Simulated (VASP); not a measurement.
All values below come from PBEsol GGA, VASP's PBE PAW potentials (set 64) (plane waves; VASP).

Input for VASP

### KPOINTS
```
Automatic
0
Gamma
  8 8 6
```

### INCAR
```
# general
SYSTEM  = NiSb
PREC    = Accurate
ENCUT   = 520
LREAL   = .FALSE.   # projection in real space or not
LASPH   = .TRUE.

# electronic loop
EDIFF   = 1E-6   # SCF stop (eV)
NELM    = 100
ALGO    = Normal
LMAXMIX = 4   # l cut-off of mixed one-centre charges

# smearing
ISMEAR  = 1   # Methfessel-Paxton
SIGMA   = 0.1   # width (eV)

# functional
GGA     = PS   # PBEsol

# ions
IBRION  = 2   # conjugate gradients
NSW     = 60
ISIF    = 3
EDIFFG  = -0.02

# output
LWAVE   = .FALSE.
LCHARG  = .FALSE.
```

File POSCAR:
```
NiSb
1
    1.9548608328    -3.3859184447    -0.0000000000
    1.9548608328     3.3859184447    -0.0000000000
    0.0000000000    -0.0000000000     5.1051620218
Ni Sb
2 2
Direct
  0.0000000000   0.0000000000   0.5000000000
  0.0000000000   0.0000000000   0.0000000000
  0.3333330000   0.6666670000   0.2500000000
  0.6666670000   0.3333330000   0.7500000000
```

POTCAR, in this order: Ni Sb (PBE.64 set). Program: vasp_std.

Output

OUTCAR:
```
 ion  position               nearest neighbor table
   1  0.000  0.000  0.500-   2 2.55   2 2.55   4 2.59   3 2.59   4 2.59   3 2.59   4 2.59   3 2.59
  LATTYP: Found a hexagonal cell.
 ALAT       =     3.9097218047
 C/A-ratio  =     1.3057609408
 Subroutine PRICEL returns:
 Original cell was already a primitive cell.
 Subroutine GETGRP returns: Found 24 space group operations
The static configuration has the point symmetry D_3d.
 The point group associated with its full space group is D_6h.
The dynamic configuration has the point symmetry D_3d.
 Subroutine INISYM returns: Found 24 space group operations
 Subroutine IBZKPT returns following result:
 Found     40 irreducible k-points:

 Following reciprocal coordinates:
            Coordinates               Weight
  0.000000  0.000000  0.000000      1.000000
  0.125000 -0.000000  0.000000      6.000000
  0.250000 -0.000000  0.000000      6.000000
  0.375000 -0.000000  0.000000      6.000000
  0.500000 -0.000000  0.000000      3.000000
  0.125000  0.125000  0.000000      6.000000
  0.250000  0.125000  0.000000     12.000000
  0.375000  0.125000  0.000000     12.000000
  0.250000  0.250000  0.000000      6.000000
  0.375000  0.250000  0.000000      6.000000
  0.000000  0.000000  0.166667      2.000000
  0.125000 -0.000000  0.166667     12.000000
  0.250000 -0.000000  0.166667     12.000000
  0.375000 -0.000000  0.166667     12.000000
  0.500000 -0.000000  0.166667      6.000000
  0.125000  0.125000  0.166667     12.000000
  0.250000  0.125000  0.166667     24.000000
  0.375000  0.125000  0.166667     24.000000
  0.250000  0.250000  0.166667     12.000000
  0.375000  0.250000  0.166667     12.000000
  0.000000  0.000000  0.333333      2.000000
  0.125000 -0.000000  0.333333     12.000000
  0.250000 -0.000000  0.333333     12.000000
  0.375000 -0.000000  0.333333     12.000000
  0.500000 -0.000000  0.333333      6.000000
  0.125000  0.125000  0.333333     12.000000
  0.250000  0.125000  0.333333     24.000000
  0.375000  0.125000  0.333333     24.000000
  0.250000  0.250000  0.333333     12.000000
  0.375000  0.250000  0.333333     12.000000
  0.000000  0.000000  0.500000      1.000000
  0.125000 -0.000000  0.500000      6.000000
  0.250000 -0.000000  0.500000      6.000000
  0.375000 -0.000000  0.500000      6.000000
  0.500000 -0.000000  0.500000      3.000000
  0.125000  0.125000  0.500000      6.000000
  0.250000  0.125000  0.500000     12.000000
  0.375000  0.125000  0.500000     12.000000
  0.250000  0.250000  0.500000      6.000000
  0.375000  0.250000  0.500000      6.000000
   k-points           NKPTS =     40   k-points in BZ     NKDIM =     40   number of bands    NBANDS=     19
   number of dos      NEDOS =    301   number of ions     NIONS =      4
   total plane-waves  NPLWV =  36000
   dimension x,y,z NGX =    30 NGY =   30 NGZ =   40
   dimension x,y,z NGXF=    60 NGYF=   60 NGZF=   80
   ions per type =               2   2
   PREC   = accura    normal or accurate (medium, high low for compatibility)
   ISTART =      0    job   : 0-new  1-cont  2-samecut
   ICHARG =      2    charge: 1-file 2-atom 10-const
   ISPIN  =      1    spin polarized calculation?
   LNONCOLLINEAR =      F non collinear calculations
   LSORBIT =      F    spin-orbit coupling
   INIWAV =      1    electr: 0-lowe 1-rand  2-diag
   ENCUT  =  520.0 eV  38.22 Ry    6.18 a.u.   7.27  7.27  9.49*2*pi/ulx,y,z
   NELM   =    100;   NELMIN=  2; NELMDL= -5     # of ELM steps
   EDIFF  = 0.1E-05   stopping-criterion for ELM
   LREAL  =      F    real-space projection
   NLSPLINE    = F    spline interpolate recip. space projectors
...
```

### OSZICAR
```
       N       E                     dE             d eps       ncg     rms          rms(c)
DAV:   1     0.170482373097E+03    0.17048E+03   -0.12634E+04  1520   0.163E+03
DAV:   2    -0.147401124514E+02   -0.18522E+03   -0.18023E+03  1532   0.323E+02
DAV:   3    -0.241563946336E+02   -0.94163E+01   -0.91122E+01  1729   0.897E+01
DAV:   4    -0.244380248632E+02   -0.28163E+00   -0.27932E+00  1721   0.145E+01
DAV:   5    -0.244468061900E+02   -0.87813E-02   -0.87789E-02  1832   0.271E+00    0.146E+01
DAV:   6    -0.275884383696E+02   -0.31416E+01   -0.44286E+01  1655   0.121E+02    0.188E+01
DAV:   7    -0.226912843699E+02    0.48972E+01   -0.15704E+01  1649   0.836E+01    0.416E+00
DAV:   8    -0.227389710941E+02   -0.47687E-01   -0.18662E+00  2066   0.129E+01    0.267E+00
DAV:   9    -0.226769861774E+02    0.61985E-01   -0.24811E-01  1729   0.866E+00    0.636E-01
DAV:  10    -0.226774575802E+02   -0.47140E-03   -0.74960E-03  1640   0.835E-01    0.504E-01
DAV:  11    -0.226767947086E+02    0.66287E-03   -0.62970E-04  1661   0.230E-01    0.147E-01
DAV:  12    -0.226765476638E+02    0.24704E-03   -0.69824E-04  2035   0.470E-01    0.407E-02
DAV:  13    -0.226765526415E+02   -0.49776E-05   -0.70115E-05  1598   0.590E-02    0.383E-02
DAV:  14    -0.226765520643E+02    0.57721E-06   -0.32307E-06  1426   0.183E-02
   1 F= -.22676552E+02 E0= -.22676607E+02  d E =-.226766E+02
       N       E                     dE             d eps       ncg     rms          rms(c)
DAV:   1    -0.226835730467E+02   -0.70204E-02   -0.11582E-01  1678   0.421E+00    0.679E-01
DAV:   2    -0.226881308154E+02   -0.45578E-02   -0.85148E-02  1654   0.566E+00    0.840E-01
DAV:   3    -0.226779646190E+02    0.10166E-01   -0.38331E-02  1657   0.396E+00    0.191E-01
DAV:   4    -0.226774681276E+02    0.49649E-03   -0.26454E-03  1611   0.489E-01    0.592E-02
DAV:   5    -0.226774306804E+02    0.37447E-04   -0.22452E-04  1850   0.249E-01    0.252E-02
DAV:   6    -0.226774298603E+02    0.82014E-06   -0.29514E-05  1626   0.745E-02    0.182E-02
DAV:   7    -0.226774258432E+02    0.40170E-05   -0.12155E-05  1891   0.650E-02    0.386E-03
DAV:   8    -0.226774258500E+02   -0.67757E-08   -0.10956E-06   778   0.838E-03
   2 F= -.22677426E+02 E0= -.22677436E+02  d E =-.873786E-03
       N       E                     dE             d eps       ncg     rms          rms(c)
DAV:   1    -0.226775287837E+02   -0.10294E-03   -0.15854E-03  1684   0.498E-01    0.795E-02
DAV:   2    -0.226775919714E+02   -0.63188E-04   -0.11660E-03  1654   0.664E-01    0.977E-02
DAV:   3    -0.226774529258E+02    0.13905E-03   -0.52120E-04  1657   0.460E-01    0.223E-02
DAV:   4    -0.226774464543E+02    0.64715E-05   -0.35081E-05  1614   0.577E-02    0.665E-03
DAV:   5    -0.226774459298E+02    0.52456E-06   -0.29676E-06  1163   0.301E-02
   3 F= -.22677446E+02 E0= -.22677451E+02  d E =-.893865E-03
       N       E                     dE             d eps       ncg     rms          rms(c)
DAV:   1    -0.226777713492E+02   -0.32489E-03   -0.63603E-03  1684   0.993E-01    0.160E-01
DAV:   2    -0.226780256660E+02   -0.25432E-03   -0.47436E-03  1654   0.134E+00    0.197E-01
DAV:   3    -0.226774619410E+02    0.56372E-03   -0.21170E-03  1665   0.928E-01    0.445E-02
DAV:   4    -0.226774351963E+02    0.26745E-04   -0.14233E-04  1614   0.115E-01    0.135E-02
DAV:   5    -0.226774331409E+02    0.20554E-05   -0.12818E-05  1842   0.601E-02    0.532E-03
DAV:   6    -0.226774330094E+02    0.13154E-06   -0.15072E-06   820   0.185E-02
   4 F= -.22677433E+02 E0= -.22677427E+02  d E =-.880945E-03
```

### OUTCAR
```
------------------------ aborting loop because EDIFF is reached ----------------------------------------
  FORCE on cell =-STRESS in cart. coord.  units (eV):
  Direction    XX          YY          ZZ          XY          YZ          ZX
  --------------------------------------------------------------------------------------
  Total        0.0559873      0.0559873      0.0316403      0.0000000      0.0000000      0.0000000
  in kB        1.3327421      1.3327422      0.7531787      0.0000000      0.0000000      0.0000000
  external PRESSURE =       1.1395544 kB  Pullay stress =       0.0000000 kB
  volume of cell :       67.31
      direct lattice vectors                 reciprocal lattice vectors
     1.956263864 -3.388348567  0.000000000     0.255589243 -0.147564511  0.000000000
     1.956263864  3.388348567  0.000000000     0.255589243  0.147564511  0.000000000
     0.000000000  0.000000000  5.077012870     0.000000000  0.000000000  0.196966213
 POSITION                                       TOTAL-FORCE (eV/Angst)
 -----------------------------------------------------------------------------------
      0.00000      0.00000      2.53851         0.000000      0.000000     -0.000000
      0.00000      0.00000      0.00000         0.000000      0.000000     -0.000000
      1.95626      1.12945      1.26925        -0.000000     -0.000000      0.000000
      1.95626     -1.12945      3.80776         0.000000      0.000000     -0.000000
 -----------------------------------------------------------------------------------
    total drift:                               -0.000000      0.000000      0.000000
  FREE ENERGIE OF THE ION-ELECTRON SYSTEM (eV)
  ---------------------------------------------------
  free  energy   TOTEN  =       -22.6774330094 eV

  energy  without entropy=      -22.6774139325  energy(sigma->0) =      -22.67742665

 reached required accuracy - stopping structural energy minimisation
```
(Selected blocks of OUTCAR.)

File CONTCAR:
```
NiSb
   1.00000000000000
     1.9562638643876893   -3.3883485670402194    0.0000000000000000
     1.9562638643876893    3.3883485670402194    0.0000000000000000
     0.0000000000000000    0.0000000000000000    5.0770128700882182
  Ni              Sb
     2     2
Direct
     0.0000000000000000    0.0000000000000000    0.5000000000000000
     0.0000000000000000    0.0000000000000000    0.0000000000000000
     0.3333330000000032    0.6666669999999968    0.2500000000000000
     0.6666669999999968    0.3333330000000032    0.7500000000000000
```

The compound is NiSb in the NiAs type structure. This run relaxes it. Symmetry was kept, so distortions that lower it aren't found. The start is the result of an earlier pass. The run is not spin-polarised, so no magnetic state was tried.
